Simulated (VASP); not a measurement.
Calculation: PBE GGA, VASP's PBE PAW potentials (set 64) (plane waves; VASP).

The input files of a VASP run:

### POSCAR
```
CuZn
1
    2.8036466984     0.0000000000     0.0000000000
   -0.0000000000     2.8036466984     0.0000000000
   -0.0000000000    -0.0000000000     2.8036466984
Zn Cu
1 1
Direct
  0.5000000000   0.5000000000   0.5000000000
  0.0000000000   0.0000000000   0.0000000000
```

**INCAR**
```
SYSTEM = CuZn
PREC = Accurate
ENCUT = 480
EDIFF = 1E-7
NELM = 100
ALGO = Normal
LREAL = .FALSE.
LASPH = .TRUE.
ISMEAR = 1
SIGMA = 0.1
GGA = PE
LMAXMIX = 4
LWAVE = .FALSE.
LCHARG = .FALSE.
ISIF = 3
IBRION = 2
NSW = 40
EDIFFG = -0.01
PSTRESS = 300
```

File KPOINTS:
```
Automatic mesh
0
Gamma
12 12 12
0 0 0
```

POTCAR, in this order: Zn Cu (PBE.64 set). Program: vasp_std.

The resulting files:

**OSZICAR**
```
       N       E                     dE             d eps       ncg     rms          rms(c)
DAV:   1     0.106021130741E+03    0.10602E+03   -0.11205E+04  2688   0.252E+03
DAV:   2    -0.310936577577E+01   -0.10913E+03   -0.10658E+03  2534   0.322E+02
DAV:   3    -0.586251572204E+01   -0.27531E+01   -0.27471E+01  2961   0.695E+01
DAV:   4    -0.588313185791E+01   -0.20616E-01   -0.20608E-01  3045   0.531E+00
DAV:   5    -0.588336210769E+01   -0.23025E-03   -0.23025E-03  3250   0.588E-01    0.109E+01
DAV:   6    -0.546381000727E+01    0.41955E+00   -0.15749E+01  2777   0.113E+02    0.545E+00
DAV:   7    -0.469843990239E+01    0.76537E+00   -0.36719E+00  2729   0.111E+02    0.309E+00
DAV:   8    -0.469156073887E+01    0.68792E-02   -0.14890E-01  2768   0.526E+00    0.156E+00
DAV:   9    -0.468064906207E+01    0.10912E-01   -0.15898E-02  3491   0.326E+00    0.120E-01
DAV:  10    -0.468063075829E+01    0.18304E-04   -0.10435E-03  4046   0.746E-01    0.471E-02
DAV:  11    -0.468061998620E+01    0.10772E-04   -0.10056E-04  3337   0.365E-01    0.846E-03
DAV:  12    -0.468061874697E+01    0.12392E-05   -0.65632E-06  3800   0.622E-02    0.401E-03
DAV:  13    -0.468061802308E+01    0.72389E-06   -0.50302E-07  3020   0.210E-02    0.947E-04
DAV:  14    -0.468061805783E+01   -0.34746E-07   -0.40721E-08  1512   0.637E-03
   1 F= -.55413062E+00 E0= -.55423313E+00  d E =-.554131E+00
       N       E                     dE             d eps       ncg     rms          rms(c)
DAV:   1    -0.467391173553E+01    0.67063E-02   -0.21281E-02  2520   0.365E+00    0.309E-01
DAV:   2    -0.467279487038E+01    0.11169E-02   -0.10692E-02  2549   0.288E+00    0.126E-01
DAV:   3    -0.467241209588E+01    0.38277E-03   -0.24827E-03  2651   0.180E+00    0.835E-02
DAV:   4    -0.467234276193E+01    0.69334E-04   -0.15769E-04  3530   0.417E-01    0.324E-02
DAV:   5    -0.467232340375E+01    0.19358E-04   -0.13978E-05  4123   0.683E-02    0.202E-03
DAV:   6    -0.467232323617E+01    0.16758E-06   -0.78770E-07  3290   0.181E-02    0.992E-04
DAV:   7    -0.467232289138E+01    0.34479E-06   -0.14947E-08  1309   0.420E-03    0.146E-04
DAV:   8    -0.467232289085E+01    0.53524E-09   -0.17730E-08  1267   0.296E-03
   2 F= -.55412176E+00 E0= -.55422924E+00  d E =0.885386E-05
       N       E                     dE             d eps       ncg     rms          rms(c)
DAV:   1    -0.467733333027E+01   -0.50104E-02   -0.63269E-03  2520   0.200E+00    0.168E-01
DAV:   2    -0.467699893658E+01    0.33439E-03   -0.31434E-03  2542   0.156E+00    0.683E-02
DAV:   3    -0.467688700438E+01    0.11193E-03   -0.73216E-04  2636   0.968E-01    0.458E-02
DAV:   4    -0.467686491615E+01    0.22088E-04   -0.46866E-05  3500   0.228E-01    0.177E-02
DAV:   5    -0.467685824015E+01    0.66760E-05   -0.42060E-06  4115   0.375E-02    0.112E-03
DAV:   6    -0.467685835184E+01   -0.11169E-06   -0.21940E-07  1925   0.103E-02    0.449E-04
DAV:   7    -0.467685854528E+01   -0.19345E-06   -0.28071E-08  1281   0.217E-03    0.128E-04
DAV:   8    -0.467685855868E+01   -0.13398E-07   -0.49066E-09  1260   0.110E-03
   3 F= -.55414391E+00 E0= -.55424867E+00  d E =-.132907E-04
```

OUTCAR:
```
------------------------ aborting loop because EDIFF is reached ----------------------------------------
  FORCE on cell =-STRESS in cart. coord.  units (eV):
  Direction    XX          YY          ZZ          XY          YZ          ZX
  --------------------------------------------------------------------------------------
  Total        4.1268039      4.1268039      4.1268039      0.0000000      0.0000000     -0.0000000
  in kB      300.2975623    300.2975623    300.2975623      0.0000000      0.0000000     -0.0000000
  external PRESSURE =       0.2975623 kB  Pullay stress =     300.0000000 kB
  volume of cell :       22.02
      direct lattice vectors                 reciprocal lattice vectors
     2.802791993  0.000000000 -0.000000000     0.356787090  0.000000000 -0.000000000
    -0.000000000  2.802791993  0.000000000    -0.000000000  0.356787090  0.000000000
     0.000000000  0.000000000  2.802791993     0.000000000 -0.000000000  0.356787090
 POSITION                                       TOTAL-FORCE (eV/Angst)
 -----------------------------------------------------------------------------------
      1.40140      1.40140      1.40140        -0.000000      0.000000      0.000000
      0.00000      0.00000      0.00000         0.000000      0.000000      0.000000
 -----------------------------------------------------------------------------------
    total drift:                               -0.000000      0.000000     -0.000000
  FREE ENERGIE OF THE ION-ELECTRON SYSTEM (eV)
  ---------------------------------------------------
  free  energy   TOTEN  =        -4.6768585587 eV

  energy  without entropy=       -4.6771728470  energy(sigma->0) =       -4.67696332
  enthalpy is  TOTEN    =        -0.5541439076 eV   P V=        4.1227146511

 reached required accuracy - stopping structural energy minimisation
```
(Selected blocks of OUTCAR.)

File CONTCAR:
```
CuZn
   1.00000000000000
     2.8027919928512111    0.0000000000000000   -0.0000000000000000
    -0.0000000000000000    2.8027919928512111    0.0000000000000000
     0.0000000000000000    0.0000000000000000    2.8027919928512111
  Zn              Cu
     1     1
Direct
     0.5000000000000000    0.5000000000000000    0.5000000000000000
     0.0000000000000000    0.0000000000000000    0.0000000000000000
```

The compound is CuZn in the CsCl type structure. This run relaxes it under an external pressure of 30 GPa. Symmetry was kept, so distortions that lower it aren't found. The electron count is odd and the run is not spin-polarised, which forces a metal.
